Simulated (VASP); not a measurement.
These are PBE GGA with D3 dispersion (Becke-Johnson damping), VASP's PBE PAW potentials (set 64) (plane waves; VASP) values and carry that method's errors.

Input for VASP

INCAR:
```
! general
SYSTEM =GaAs
PREC   =Accurate
ENCUT  =400
LREAL  =.FALSE.
LASPH  =.TRUE.

! electronic loop
EDIFF  =1E-6
NELM   =100
ALGO   =Normal
LMAXMIX=4

! smearing
ISMEAR =0
SIGMA  =0.05

! functional
GGA    =PE
IVDW   =12

! ions
IBRION =2
NSW    =60
ISIF   =3
EDIFFG =-0.01

! output
LWAVE  =.FALSE.
LCHARG =.FALSE.
```

**POSCAR**
```
GaAs
1.0
  0.0000000000   2.8268500000   2.8268500000
  2.8268500000   0.0000000000   2.8268500000
  2.8268500000   2.8268500000   0.0000000000
Ga As
1 1
direct
  0.0000000000   0.0000000000   0.0000000000
  0.2500000000   0.2500000000   0.2500000000
```

File KPOINTS:
```
Automatic mesh
0
Gamma
7 7 7
0 0 0
```

POTCAR, in this order: Ga_d As (PBE.64 set). Program: vasp_std.

Problem. Estimate the energy per atom (σ→0), dispersion energy, volume per atom, band gap (on the k-mesh).

Solution. 
```json
{
 "energy per atom (σ→0)": "-4.446 eV/atom",
 "dispersion_energy": "-0.642 eV",
 "band gap (on the k-mesh)": "0.44 eV",
 "volume_per_atom": "22.84 Å^3/atom"
}
```

**OSZICAR**
```
...
       N       E                     dE             d eps       ncg     rms          rms(c)
DAV:   1    -0.825208330942E+01   -0.11996E-03   -0.39995E-02   670   0.402E+00    0.315E-01
DAV:   2    -0.824975897116E+01    0.23243E-02   -0.43212E-03   635   0.157E+00    0.144E-01
DAV:   3    -0.824917811212E+01    0.58086E-03   -0.72320E-04   680   0.549E-01    0.320E-02
DAV:   4    -0.824912580794E+01    0.52304E-04   -0.64433E-05   583   0.122E-01    0.107E-02
DAV:   5    -0.824911917576E+01    0.66322E-05   -0.46394E-06   548   0.323E-02    0.262E-03
DAV:   6    -0.824911909136E+01    0.84395E-07   -0.39047E-07   260   0.101E-02
   3 F= -.88910502E+01 E0= -.88910502E+01  d E =-.120470E-02
```

The structure comes from a measured GaAs entry (F-43m) of the Crystallography Open Database, whose conditions weren't checked. This run relaxes it. Symmetry was kept, so distortions that lower it aren't found.
